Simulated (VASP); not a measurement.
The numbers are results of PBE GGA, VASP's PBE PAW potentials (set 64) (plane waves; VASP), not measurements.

VASP ran on this input.

POSCAR:
```
Sr12Ti12O35
1
    7.8921562860     0.0000000000     0.0000000000
    0.0000000000     7.8921562860     0.0000000000
    0.0000000000     0.0000000000    11.8382344290
Sr Ti O
12 12 35
Direct
  0.0061657357   0.0049861999   0.0067097382
  0.9968108878   0.0019727024   0.3282080738
  0.9948900007   0.0013029681   0.6817318447
  0.0089400999   0.5092114325   0.0034031421
  0.9965404791   0.4947524064   0.3305369385
  0.9998856393   0.5032443719   0.6769822749
  0.5068439471   0.0063929580   0.0063931026
  0.5214033211   0.0030132491   0.3311484789
  0.5158437966   0.0016773955   0.6780548113
  0.5037727055   0.5100130097   0.0044913427
  0.5179639404   0.4961746504   0.3355358161
  0.5075619223   0.5050885866   0.6704410212
  0.2647688659   0.2630697720   0.1770099185
  0.2578756567   0.2336967975   0.5068970354
  0.2608972370   0.2596978437   0.8442176848
  0.2644503050   0.7558250621   0.1792930448
  0.2573055204   0.7671069838   0.5048904011
  0.2595710463   0.7615926383   0.8418974153
  0.7656713689   0.2529453190   0.1743885855
  0.7671586335   0.2500051831   0.5091441419
  0.7623001370   0.2640632115   0.8456124303
  0.7645101949   0.7515936480   0.1754031286
  0.7672622607   0.7434462791   0.5061062970
  0.7590573700   0.7610985442   0.8459730866
  0.2306648297   0.9953401068   0.1809233669
  0.9959083309   0.2391710337   0.1675913622
  0.2444592470   0.2369195191   0.9998663876
  0.2538764051   0.0012153213   0.5002534678
  0.0037365061   0.2834047335   0.4970564331
  0.2403059067   0.2811243715   0.3369550986
  0.2444624807   0.9919166181   0.8057838850
  0.9948194649   0.2271213753   0.8332564309
  0.2386570697   0.2781863257   0.6577650296
  0.2299206300   0.4976495962   0.1513349881
  0.9959927803   0.7515171539   0.1559010981
  0.2475441855   0.7632146025   0.9951293809
  0.0057121400   0.7191525209   0.4905835256
  0.2454475831   0.7128142650   0.3341144434
  0.2444010811   0.4944640203   0.8338415938
  0.9951794497   0.7375256762   0.8252838899
  0.2430634342   0.7135300393   0.6547429691
  0.7323019456   0.9985775367   0.1586860665
  0.4924739835   0.2387256226   0.1691536590
  0.7421484506   0.2549405952   0.9999394715
  0.7355706953   0.0045963430   0.4924910865
  0.4847702662   0.2868963279   0.4970971453
  0.7461307877   0.2476358419   0.3294530597
  0.7430431119   0.9964373550   0.8294035788
  0.4947740971   0.2266107369   0.8321585404
  0.7448490272   0.2461394159   0.6626771298
  0.7308873354   0.4988625729   0.1635131049
  0.4939423981   0.7510680080   0.1561579530
  0.7462412683   0.7463323836   0.9980702285
  0.7360078226   0.5009294881   0.4936526667
  0.4840200803   0.7176954400   0.4910741155
  0.7485479706   0.7602292161   0.3296260026
  0.7428887483   0.4971425794   0.8237404452
  0.4967356168   0.7378309920   0.8237213050
  0.7506577978   0.7587240526   0.6591223360
```

### INCAR
```
! general
SYSTEM   =  Sr12Ti12O35
PREC     =  Normal
ENCUT    =  400
LREAL    =  Auto
LASPH    =  .TRUE.
ISYM     =  0
NELECT   =  376.0

! electronic loop
EDIFF    =  1E-5
NELM     =  100
NELMIN   =  4
ALGO     =  Fast
LMAXMIX  =  4

! smearing
ISMEAR   =  0
SIGMA    =  0.05

! functional
GGA      =  PE

! ions
IBRION   =  2
NSW      =  120
ISIF     =  2
EDIFFG   =  -0.03

! output
LWAVE    =  .FALSE.
LCHARG   =  .FALSE.
```

KPOINTS:
```
Automatic mesh
0
Gamma
1 1 1
0 0 0
```

POTCAR, in this order: Sr_sv Ti O (PBE.64 set). Program: vasp_gam.

Output

File OSZICAR:
```
...
RMM:   2    -0.474137025515E+03   -0.11453E-04   -0.12739E-04   554   0.273E-02    0.167E-02
RMM:   3    -0.474137029069E+03   -0.35536E-05   -0.46251E-05   335   0.126E-02    0.765E-03
RMM:   4    -0.474137030145E+03   -0.10762E-05   -0.19030E-05   293   0.875E-03
  31 F= -.47413703E+03 E0= -.47413703E+03  d E =-.174881E-02
       N       E                     dE             d eps       ncg     rms          rms(c)
DAV:   1    -0.474135232344E+03    0.17967E-02   -0.13046E+00   472   0.261E+00    0.237E-01
RMM:   2    -0.474137750114E+03   -0.25178E-02   -0.29659E-02   456   0.466E-01    0.256E-01
RMM:   3    -0.474138359834E+03   -0.60972E-03   -0.65917E-03   531   0.200E-01    0.141E-01
RMM:   4    -0.474138359304E+03    0.52954E-06   -0.14024E-03   637   0.878E-02    0.127E-01
RMM:   5    -0.474138305526E+03    0.53778E-04   -0.52749E-04   614   0.540E-02    0.424E-02
RMM:   6    -0.474138326504E+03   -0.20978E-04   -0.22207E-04   608   0.282E-02    0.336E-02
RMM:   7    -0.474138328968E+03   -0.24640E-05   -0.83340E-05   473   0.161E-02
  32 F= -.47413833E+03 E0= -.47413833E+03  d E =-.129882E-02
       N       E                     dE             d eps       ncg     rms          rms(c)
DAV:   1    -0.474138245020E+03    0.81484E-04   -0.60674E-02   480   0.564E-01    0.544E-02
RMM:   2    -0.474138374893E+03   -0.12987E-03   -0.14832E-03   481   0.102E-01    0.572E-02
RMM:   3    -0.474138408586E+03   -0.33693E-04   -0.35812E-04   577   0.436E-02    0.330E-02
RMM:   4    -0.474138408770E+03   -0.18445E-06   -0.81648E-05   490   0.201E-02
  33 F= -.47413841E+03 E0= -.47413841E+03  d E =-.137863E-02
       N       E                     dE             d eps       ncg     rms          rms(c)
DAV:   1    -0.474137427791E+03    0.98079E-03   -0.89531E-01   472   0.218E+00    0.220E-01
RMM:   2    -0.474139057151E+03   -0.16294E-02   -0.20573E-02   457   0.395E-01    0.247E-01
RMM:   3    -0.474139491550E+03   -0.43440E-03   -0.49397E-03   546   0.172E-01    0.138E-01
RMM:   4    -0.474139472379E+03    0.19170E-04   -0.10139E-03   650   0.749E-02    0.117E-01
RMM:   5    -0.474139433401E+03    0.38978E-04   -0.37968E-04   630   0.454E-02    0.410E-02
RMM:   6    -0.474139447413E+03   -0.14011E-04   -0.17726E-04   606   0.249E-02    0.298E-02
RMM:   7    -0.474139450486E+03   -0.30729E-05   -0.71045E-05   413   0.145E-02
  34 F= -.47413945E+03 E0= -.47413945E+03  d E =-.104172E-02
       N       E                     dE             d eps       ncg     rms          rms(c)
DAV:   1    -0.474139416431E+03    0.30982E-04   -0.32769E-02   464   0.419E-01    0.457E-02
RMM:   2    -0.474139486685E+03   -0.70254E-04   -0.84827E-04   491   0.773E-02    0.494E-02
RMM:   3    -0.474139506624E+03   -0.19938E-04   -0.21947E-04   572   0.332E-02    0.290E-02
RMM:   4    -0.474139506184E+03    0.43957E-06   -0.54982E-05   408   0.163E-02
  35 F= -.47413951E+03 E0= -.47413951E+03  d E =-.109741E-02
       N       E                     dE             d eps       ncg     rms          rms(c)
DAV:   1    -0.474138442165E+03    0.10645E-02   -0.77574E-01   472   0.204E+00    0.205E-01
RMM:   2    -0.474139908106E+03   -0.14659E-02   -0.17919E-02   456   0.370E-01    0.227E-01
RMM:   3    -0.474140278307E+03   -0.37020E-03   -0.42044E-03   543   0.161E-01    0.123E-01
RMM:   4    -0.474140270473E+03    0.78345E-05   -0.88101E-04   669   0.692E-02    0.104E-01
RMM:   5    -0.474140243573E+03    0.26899E-04   -0.32316E-04   645   0.418E-02    0.360E-02
RMM:   6    -0.474140255754E+03   -0.12180E-04   -0.14906E-04   596   0.227E-02    0.262E-02
RMM:   7    -0.474140258461E+03   -0.27078E-05   -0.62941E-05   406   0.137E-02
  36 F= -.47414026E+03 E0= -.47414026E+03  d E =-.752277E-03
       N       E                     dE             d eps       ncg     rms          rms(c)
DAV:   1    -0.474140148261E+03    0.10749E-03   -0.60835E-02   480   0.573E-01    0.596E-02
RMM:   2    -0.474140277200E+03   -0.12894E-03   -0.15294E-03   475   0.105E-01    0.647E-02
RMM:   3    -0.474140309170E+03   -0.31970E-04   -0.36066E-04   617   0.445E-02    0.371E-02
RMM:   4    -0.474140308757E+03    0.41351E-06   -0.84330E-05   528   0.200E-02
  37 F= -.47414031E+03 E0= -.47414031E+03  d E =-.802572E-03
       N       E                     dE             d eps       ncg     rms          rms(c)
DAV:   1    -0.474139692727E+03    0.61644E-03   -0.49159E-01   472   0.162E+00    0.154E-01
RMM:   2    -0.474140613758E+03   -0.92103E-03   -0.10765E-02   456   0.283E-01    0.128E-01
RMM:   3    -0.474140848192E+03   -0.23443E-03   -0.25495E-03   563   0.123E-01    0.711E-02
RMM:   4    -0.474140859516E+03   -0.11324E-04   -0.53594E-04   655   0.535E-02    0.551E-02
RMM:   5    -0.474140852722E+03    0.67940E-05   -0.18683E-04   655   0.313E-02    0.165E-02
RMM:   6    -0.474140861198E+03   -0.84757E-05   -0.10269E-04   487   0.178E-02    0.102E-02
RMM:   7    -0.474140863233E+03   -0.20355E-05   -0.38588E-05   362   0.109E-02
  38 F= -.47414086E+03 E0= -.47414086E+03  d E =-.554477E-03
       N       E                     dE             d eps       ncg     rms          rms(c)
DAV:   1    -0.474140140453E+03    0.72074E-03   -0.35542E-01   472   0.138E+00    0.130E-01
RMM:   2    -0.474140828580E+03   -0.68813E-03   -0.79699E-03   456   0.242E-01    0.108E-01
RMM:   3    -0.474140999058E+03   -0.17048E-03   -0.18411E-03   571   0.104E-01    0.607E-02
RMM:   4    -0.474141008522E+03   -0.94634E-05   -0.40821E-04   649   0.464E-02    0.471E-02
RMM:   5    -0.474141003297E+03    0.52247E-05   -0.14354E-04   639   0.273E-02    0.143E-02
RMM:   6    -0.474141009979E+03   -0.66817E-05   -0.81221E-05   444   0.156E-02
  39 F= -.47414101E+03 E0= -.47414101E+03  d E =-.701222E-03
       N       E                     dE             d eps       ncg     rms          rms(c)
DAV:   1    -0.474140410455E+03    0.59284E-03   -0.46161E-01   472   0.156E+00    0.147E-01
RMM:   2    -0.474141281013E+03   -0.87056E-03   -0.10424E-02   456   0.275E-01    0.151E-01
RMM:   3    -0.474141502105E+03   -0.22109E-03   -0.24339E-03   574   0.118E-01    0.824E-02
RMM:   4    -0.474141503320E+03   -0.12152E-05   -0.49862E-04   658   0.505E-02    0.699E-02
RMM:   5    -0.474141490534E+03    0.12786E-04   -0.19873E-04   642   0.318E-02    0.225E-02
RMM:   6    -0.474141499728E+03   -0.91938E-05   -0.10042E-04   474   0.174E-02    0.159E-02
RMM:   7    -0.474141501536E+03   -0.18086E-05   -0.43364E-05   361   0.110E-02
  40 F= -.47414150E+03 E0= -.47414150E+03  d E =-.491558E-03
       N       E                     dE             d eps       ncg     rms          rms(c)
DAV:   1    -0.474141238794E+03    0.26093E-03   -0.14558E-01   480   0.875E-01    0.836E-02
RMM:   2    -0.474141521222E+03   -0.28243E-03   -0.33414E-03   461   0.154E-01    0.849E-02
RMM:   3    -0.474141593502E+03   -0.72280E-04   -0.78862E-04   591   0.663E-02    0.470E-02
RMM:   4    -0.474141594069E+03   -0.56734E-06   -0.16872E-04   602   0.286E-02    0.397E-02
RMM:   5    -0.474141590503E+03    0.35664E-05   -0.71296E-05   531   0.182E-02
  41 F= -.47414159E+03 E0= -.47414159E+03  d E =-.580524E-03
       N       E                     dE             d eps       ncg     rms          rms(c)
DAV:   1    -0.474141063534E+03    0.53053E-03   -0.41867E-01   480   0.148E+00    0.137E-01
RMM:   2    -0.474141859666E+03   -0.79613E-03   -0.93185E-03   457   0.258E-01    0.135E-01
RMM:   3    -0.474142058177E+03   -0.19851E-03   -0.21591E-03   572   0.111E-01    0.724E-02
RMM:   4    -0.474142064938E+03   -0.67611E-05   -0.44081E-04   658   0.478E-02    0.613E-02
RMM:   5    -0.474142054727E+03    0.10211E-04   -0.17189E-04   620   0.294E-02    0.186E-02
RMM:   6    -0.474142062623E+03   -0.78962E-05   -0.85799E-05   451   0.160E-02
  42 F= -.47414206E+03 E0= -.47414206E+03  d E =-.472120E-03
```

File OUTCAR:
```
------------------------ aborting loop because EDIFF is reached ----------------------------------------
  FORCE on cell =-STRESS in cart. coord.  units (eV):
  Direction    XX          YY          ZZ          XY          YZ          ZX
  --------------------------------------------------------------------------------------
  Total      -23.7624805    -21.7465272     -8.2111394      1.2352670      3.1906349      2.7397485
  in kB      -51.6326085    -47.2522188    -17.8416788      2.6840656      6.9328116      5.9530974
  external PRESSURE =     -38.9088353 kB  Pullay stress =       0.0000000 kB
  volume of cell :      737.36
      direct lattice vectors                 reciprocal lattice vectors
     7.892156286  0.000000000  0.000000000     0.126708084  0.000000000  0.000000000
     0.000000000  7.892156286  0.000000000     0.000000000  0.126708084  0.000000000
     0.000000000  0.000000000 11.838234429     0.000000000  0.000000000  0.084472056
 POSITION                                       TOTAL-FORCE (eV/Angst)
 -----------------------------------------------------------------------------------
      0.04940      0.05039      0.12012         0.000711      0.011442      0.000865
      7.83458      0.10444      3.96376         0.010889      0.011236      0.004116
      7.83454      0.01355      8.06072        -0.000629      0.005274     -0.002704
      0.03749      4.02085      0.04775         0.005484     -0.000884     -0.003702
      7.80293      3.99749      3.93276        -0.002896      0.010229      0.004222
      7.88123      3.96421      8.05516        -0.006892      0.007760      0.001970
      4.00604      0.05713      0.09766         0.003659     -0.001635      0.004966
      4.09959      0.06948      3.94467        -0.012459     -0.004095      0.001537
      4.07098      0.00626      8.01667        -0.004490     -0.005467     -0.003196
      3.97129      4.03091      0.06711         0.002731     -0.000149     -0.005188
      4.08356      3.99441      3.95870        -0.013493      0.004935      0.002504
      4.01031      3.95585      7.96711        -0.001187      0.009691      0.011414
      2.04988      2.12054      2.12870        -0.007908     -0.011186     -0.005589
      2.02322      1.86474      5.99407        -0.015871     -0.002351      0.003093
      2.04469      2.03389     10.01877         0.013153      0.010351     -0.011252
      2.04786      5.99800      2.16814        -0.005468     -0.017934     -0.000383
      2.02640      6.04246      5.97937         0.003203      0.007173     -0.001540
      2.05166      6.03051      9.98986        -0.002148     -0.005025      0.005213
      6.00356      2.07815      2.05952        -0.013204     -0.004083      0.003110
      6.02809      2.05679      6.02077         0.005214     -0.019162     -0.016162
      5.98027      2.06063     10.00536         0.001771     -0.007372     -0.004261
      6.01923      6.01436      2.06846         0.001258     -0.010091      0.011365
      6.02718      5.96988      6.02141         0.006892      0.006479      0.001396
      5.98437      5.99227     10.00636         0.008602      0.004438     -0.012821
      1.85877      7.83952      2.26679        -0.009915      0.006389      0.004054
      7.86838      1.87993      1.90035         0.001965      0.001905      0.001339
      1.99560      1.69975     11.81487         0.002234      0.010411     -0.002695
      1.91473      0.00537      5.97204        -0.007431      0.004441     -0.000076
      0.02081      2.15626      5.78095         0.001013     -0.005833     -0.004481
      1.91312      2.33052      3.98203        -0.000044      0.012479      0.003341
      1.95081      7.82612      9.45579         0.003931     -0.002366      0.003588
      7.85915      1.81979      9.81312        -0.006300     -0.000320     -0.005149
      1.92129      2.32128      7.74066         0.001964     -0.001454      0.000051
      1.93329      3.90127      1.65937        -0.003911      0.012208     -0.006155
      7.87560      5.79939      1.87127         0.000257      0.001570      0.003616
      1.98496      6.18574     11.80996         0.003443     -0.008797     -0.000391
      0.00854      5.71257      5.81793         0.008163     -0.019650      0.007968
      1.93433      5.55244      3.99334        -0.003230      0.012939      0.005066
      1.88092      3.89268     10.01623         0.001662      0.005111      0.000228
      7.86547      5.84461      9.79058        -0.001200     -0.000052     -0.004835
      1.93342      5.54900      7.72055         0.009965      0.006264     -0.001185
      5.86428      7.85109      1.83817         0.007828      0.002367      0.000371
      3.89116      1.82016      1.98290         0.001738     -0.003071     -0.001771
      5.84325      2.01640     11.82585         0.007084     -0.008509     -0.007767
      5.83146      7.87949      5.82094         0.006955     -0.006317     -0.001014
      3.84665      2.11989      5.77116         0.009559     -0.017790     -0.005179
      5.92590      1.89125      3.89683         0.003436      0.009196     -0.003491
      5.82643      7.84175      9.82899         0.000796     -0.000898      0.003941
      3.90689      1.87060      9.73372        -0.003743     -0.002388      0.000721
      5.92624      1.88858      7.82819         0.009457      0.004451     -0.003345
      5.80549      3.91809      1.95429        -0.008287      0.005919     -0.002813
      3.89108      5.85426      1.92701         0.004094      0.017698      0.000823
      5.87065      5.81874     11.81392        -0.001869     -0.011688      0.017833
      5.80371      3.93001      5.83266        -0.010388     -0.005004      0.002176
      3.86114      5.75989      5.81110         0.007460     -0.011280      0.003929
      5.92106      5.95784      3.90178        -0.007258      0.001517     -0.000243
      5.87568      3.89288      9.71079         0.002173     -0.003760      0.006890
      3.90770      5.78565      9.75079        -0.009288     -0.000614      0.001357
      5.91281      5.95185      7.83602         0.000762     -0.004651     -0.005676
 -----------------------------------------------------------------------------------
    total drift:                                0.020734     -0.000773      0.075558
  FREE ENERGIE OF THE ION-ELECTRON SYSTEM (eV)
  ---------------------------------------------------
  free  energy   TOTEN  =      -474.1420626229 eV

  energy  without entropy=     -474.1420626229  energy(sigma->0) =     -474.14206262

 reached required accuracy - stopping structural energy minimisation
```
(Selected blocks of OUTCAR.)

File CONTCAR:
```
Sr12Ti12O35
   1.00000000000000
     7.8921562859999996    0.0000000000000000    0.0000000000000000
     0.0000000000000000    7.8921562859999996    0.0000000000000000
     0.0000000000000000    0.0000000000000000   11.8382344289999999
  Sr              Ti              O
    12    12    35
Direct
     0.0062597037479279    0.0063854446107686    0.0101469720401436
     0.9927040861774518    0.0132337197427838    0.3348273369480461
     0.9926997156888596    0.0017168796414174    0.6809056829597829
     0.0047498650171621    0.5094740002715420    0.0040332292614471
     0.9886936861104891    0.5065139666509779    0.3322087253843786
     0.9986154255903821    0.5022970360081017    0.6804356981024463
     0.5075972992023164    0.0072387093788046    0.0082499168885343
     0.5194506733321078    0.0088042265349320    0.3332142721994311
     0.5158266130889294    0.0007929033039823    0.6771842792862433
     0.5031942370582658    0.5107490654070576    0.0056687293221891
     0.5174205582404715    0.5061244974273277    0.3343995189648077
     0.5081392271298619    0.5012382760012301    0.6729979287645678
     0.2597366054768056    0.2686895134808702    0.1798157348459542
     0.2563588732066289    0.2362778773440672    0.5063312975111306
     0.2590789180539226    0.2577105969037278    0.8463058249112902
     0.2594809850280455    0.7599954580520745    0.1831476309262943
     0.2567609848179130    0.7656280863522196    0.5050894159166428
     0.2599617282819890    0.7641140651573834    0.8438638715056646
     0.7606994450695839    0.2633182790312092    0.1739716023233327
     0.7638079805436687    0.2606115665681091    0.5085868262765396
     0.7577488842449822    0.2610986271040844    0.8451731444488721
     0.7626850362172946    0.7620676949990056    0.1747269043044730
     0.7636924172686770    0.7564316939397087    0.5086405147206304
     0.7582678516825413    0.7592684912181720    0.8452577634237970
     0.2355209912937090    0.9933300337921188    0.1914804707201257
     0.9969877314456526    0.2382025184283056    0.1605261488055386
     0.2528581471795583    0.2153720258745438    0.9980264641466916
     0.2426123179611934    0.0006798255710719    0.5044707100918627
     0.0026361748141639    0.2732158404526425    0.4883286069099481
     0.2424078432921926    0.2952959465803842    0.3363699129838544
     0.2471833022764533    0.9916330762146889    0.7987500962010569
     0.9958173993308416    0.2305815876016266    0.8289341462854573
     0.2434431338450572    0.2941250352394736    0.6538696809693020
     0.2449631716147018    0.4943225234227377    0.1401706103217941
     0.9979026976890781    0.7348290774260966    0.1580696085633311
     0.2515110087111675    0.7837831529014170    0.9976116107536374
     0.0010819181268180    0.7238286012275261    0.4914527193319176
     0.2450953825067842    0.7035385952291455    0.3373256578580680
     0.2383283157080090    0.4932341373472119    0.8460913207958686
     0.9966191076944725    0.7405593607018849    0.8270302820576981
     0.2449799896610021    0.7031033697127593    0.6521704148752686
     0.7430510835046487    0.9947966995446028    0.1552739312953573
     0.4930412557611596    0.2306288576639006    0.1674992764348040
     0.7403874104504435    0.2554947338185013    0.9989534778910465
     0.7388934890108582    0.9983944596643780    0.4917068363943141
     0.4874013569613510    0.2686065834055667    0.4875015998544672
     0.7508589227452810    0.2396372139500140    0.3291736497935814
     0.7382560617470446    0.9936135214034433    0.8302748861493082
     0.4950341893652146    0.2370195617249913    0.8222272306326756
     0.7509026551883563    0.2392986907726675    0.6612636414008044
     0.7356025139698450    0.4964532231633426    0.1650832282975389
     0.4930312385272448    0.7417815854583125    0.1627783496908748
     0.7438588353996017    0.7372818787786006    0.9979460562256792
     0.7353763409395433    0.4979640642003845    0.4926965720829596
     0.4892382634730395    0.7298239982645806    0.4908755852028361
     0.7502466629109866    0.7549069240749724    0.3295912290149538
     0.7444961292694736    0.4932594512657579    0.8202901499278071
     0.4951377324349936    0.7330888197714915    0.8236694519234563
     0.7492004247137897    0.7541473501213175    0.6619245651794822
```

At this cut-off the stress carries a Pulay error, which pulls relaxed volumes low. The cell is charged, with a uniform compensating background. The supercell is sampled at Γ alone, which is coarse: total energies, pressure and levels can be off, energies of defects by several tenths of an eV.

The cell is a supercell with a defect, built from SrTiO3 (cubic perovskite, the ideal cubic form; the compound distorts at low or room temperature): vac_O, charge +2. The run is not spin-polarised, so no state with unpaired spins was tried.
